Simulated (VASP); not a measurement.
Level of theory: PBE GGA, VASP's PBE PAW potentials (set 64) (plane waves; VASP).

VASP input:

KPOINTS:
```
Automatic mesh
0
Gamma
8 8 8
0 0 0
```

### POSCAR
```
GaN
1
    0.0000000000     2.2750713718     2.2750713718
    2.2750713718     0.0000000000     2.2750713718
    2.2750713718     2.2750713718     0.0000000000
Ga N
1 1
Direct
  0.0000000000   0.0000000000   0.0000000000
  0.2500000000   0.2500000000   0.2500000000
```

### INCAR
```
SYSTEM=GaN
PREC=Accurate; ENCUT=520; LREAL=.False.
LASPH=.True.
EDIFF=1E-6; NELM=100; ALGO=Normal
LMAXMIX=4
ISMEAR=0; SIGMA=0.05
GGA=PE
LWAVE=.True.; LCHARG=.False.
```

POTCAR, in this order: Ga_d N (PBE.64 set). Program: vasp_std.

What VASP printed:

### OSZICAR
```
       N       E                     dE             d eps       ncg     rms          rms(c)
DAV:   1     0.823782752699E+02    0.82378E+02   -0.98960E+03   810   0.241E+03
DAV:   2    -0.774122556174E+01   -0.90120E+02   -0.83707E+02   869   0.342E+02
DAV:   3    -0.140043787507E+02   -0.62632E+01   -0.62315E+01   829   0.832E+01
DAV:   4    -0.141083579097E+02   -0.10398E+00   -0.10393E+00   933   0.115E+01
DAV:   5    -0.141095344935E+02   -0.11766E-02   -0.11766E-02   834   0.102E+00    0.762E+00
DAV:   6    -0.121532417357E+02    0.19563E+01   -0.60991E+00  1161   0.477E+01    0.268E+00
DAV:   7    -0.121618461354E+02   -0.86044E-02   -0.33905E-01   759   0.815E+00    0.177E+00
DAV:   8    -0.121584063209E+02    0.34398E-02   -0.75855E-02   857   0.434E+00    0.844E-01
DAV:   9    -0.121527916866E+02    0.56146E-02   -0.21788E-02  1125   0.360E+00    0.208E-01
DAV:  10    -0.121531831372E+02   -0.39145E-03   -0.17736E-03   856   0.661E-01    0.915E-02
DAV:  11    -0.121530940701E+02    0.89067E-04   -0.34409E-04  1121   0.353E-01    0.960E-03
DAV:  12    -0.121530999353E+02   -0.58653E-05   -0.31970E-05   844   0.741E-02    0.852E-03
DAV:  13    -0.121530997078E+02    0.22754E-06   -0.14863E-06   682   0.120E-02
   1 F= -.12153100E+02 E0= -.12153100E+02  d E =-.283360E-17
```

### OUTCAR
```
------------------------ aborting loop because EDIFF is reached ----------------------------------------
  FORCE on cell =-STRESS in cart. coord.  units (eV):
  Direction    XX          YY          ZZ          XY          YZ          ZX
  --------------------------------------------------------------------------------------
  Total       -0.0165930     -0.0165930     -0.0165930      0.0000000      0.0000000      0.0000000
  in kB       -1.1288094     -1.1288094     -1.1288094      0.0000000      0.0000000      0.0000000
  external PRESSURE =      -1.1288094 kB  Pullay stress =       0.0000000 kB
  volume of cell :       23.55
      direct lattice vectors                 reciprocal lattice vectors
     0.000000000  2.275071372  2.275071372    -0.219773325  0.219773325  0.219773325
     2.275071372  0.000000000  2.275071372     0.219773325 -0.219773325  0.219773325
     2.275071372  2.275071372  0.000000000     0.219773325  0.219773325 -0.219773325
  FREE ENERGIE OF THE ION-ELECTRON SYSTEM (eV)
  ---------------------------------------------------
  free  energy   TOTEN  =       -12.1530997078 eV

  energy  without entropy=      -12.1530997078  energy(sigma->0) =      -12.15309971
```
(Selected blocks of OUTCAR.)

The compound is GaN in the zinc blende structure, a metastable form; wurtzite is the usual one. It was relaxed first.
